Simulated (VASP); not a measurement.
A run of VASP 6.6.1 is set up as follows.

INCAR

```
SYSTEM = HfNbSe4
ALGO = Fast ; EDIFF = 1E-6
ENCUT = 520 ; GGA = PE
ISIF = 2 ; ISMEAR = 0
LASPH = .TRUE. ; LCHARG = .TRUE.
LELF = .TRUE. ; LREAL = .FALSE.
LVHAR = .TRUE. ; LWAVE = .FALSE.
NBANDS = 32 ; NELM = 100
PREC = Accurate ; SIGMA = 0.1
```

KPOINTS

```
k-points
0
G
  4 4 4
  0 0 0
```

Contents of POSCAR:

```
HfNbSe4
1.0
    2.8494074300     -5.6092138800      0.0000000000
    2.8494074300      5.6092138800      0.0000000000
    0.0000000000      0.0000000000      4.7411567900
Hf Nb Se
1 1 4
Direct
    0.0000000000      0.0000000000      0.5000000000
    0.5000000000      0.5000000000      0.0000000000
    0.1921309900      0.8078690100      0.0000000000
    0.8078690100      0.1921309900      0.0000000000
    0.0000000000      0.5000000000      0.5000000000
    0.5000000000      0.0000000000      0.5000000000
```

Potentials or basis: VASP PAW PBE potentials, release 64 (Hf_pv, Nb_sv, Se).

Launch:

```bash
$ cat potpaw_PBE.64/Hf_pv/POTCAR potpaw_PBE.64/Nb_sv/POTCAR potpaw_PBE.64/Se/POTCAR > POTCAR
$ mpirun -np 1 vasp_std > vasp.out
```

Task: Estimate the band gap on the k mesh.

Result: None (metal or under the smearing width).

Task: What does it give for the pressure?

Result: -7.8 GPa.

Task: Predict the largest force.

Result: 1.844 eV/Å.

Stress tensor (GPa, compression positive):
```
 -3.43   0.00   0.00
  0.00 -17.78   0.00
  0.00   0.00  -2.05
```

Caveat: forces of over 1 eV/Å show positions far from the minimum, so gaps and moduli don't describe the material at rest. Spin-orbit coupling is left out, which matters for the levels of Hf.
